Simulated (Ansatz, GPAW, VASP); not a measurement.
## Code comparison for MoSi₂ (P1, 3 atoms in the cell)

Self-consistent single point.

```
CELL_PARAMETERS angstrom
     -1.60500     1.60500     3.92500
      1.60500    -1.60500     3.92500
      1.60500     1.60500    -3.92500
ATOMIC_POSITIONS crystal
  Si 0.65498 0.67219 0.00563
  Si 0.34358 0.34846 0.02831
  Mo 0.00144 0.97936 0.96605
```

Shared settings, as Ansatz (a program for electronic structure) writes them: kpoints.mp_grid.grid = 5 5 7; scf.occupations.method = fermi_dirac; scf.occupations.width = 0.1 eV. Potentials and cutoffs stand in the table.

```json
[
 {"code": "VASP", "model": "LDA (PZ), VASP's LDA PAW potentials (set 64)", "pressure (GPa)": "-4.46", "largest force (eV/Å)": "1.596", "cutoff": "300 eV"},
 {"code": "Ansatz", "model": "LDA (PW92), default PAW files made with PBE", "pressure (GPa)": "-4.67", "largest force (eV/Å)": "1.566", "cutoff": "default"},
 {"code": "GPAW", "model": "LDA (Perdew-Wang 92), GPAW PAW datasets LDA (gpaw-data 1.0.1)", "pressure (GPa)": "-4.20", "largest force (eV/Å)": "1.573", "cutoff": "550 eV"}
]
```

Size of the force on each atom (eV/Å): Sizes of forces hide their directions.

```tsv
code	Si1	Si2	Mo3
VASP	0.900	0.785	1.596
Ansatz	0.877	0.780	1.566
GPAW	0.889	0.774	1.573
```

On Ansatz's run: spin polarisation is off.

The spread over the programs that give each value: pressure within 0.47 GPa; largest force within 0.030 eV/Å.

Ansatz's pressure is given at a fixed set of plane waves, as the other plane-wave codes print theirs; with its correction for the finite basis it is -4.63 GPa. The same LDA comes in different parametrisations, which differ slightly.

VASP's run is marked for a possible Pulay error in its stress at this cutoff; no cutoff test was made.

The starting cell has typed, rounded lattice constants, without a prior relaxation at this level. Its atoms were displaced at random from the sites of space group no. 139.

Left out of this page: Quantum ESPRESSO, ABINIT, CP2K, Elk, FLEUR and SIESTA (not drawn, or without a comparable value).

Keys are those of Ansatz 0.2.
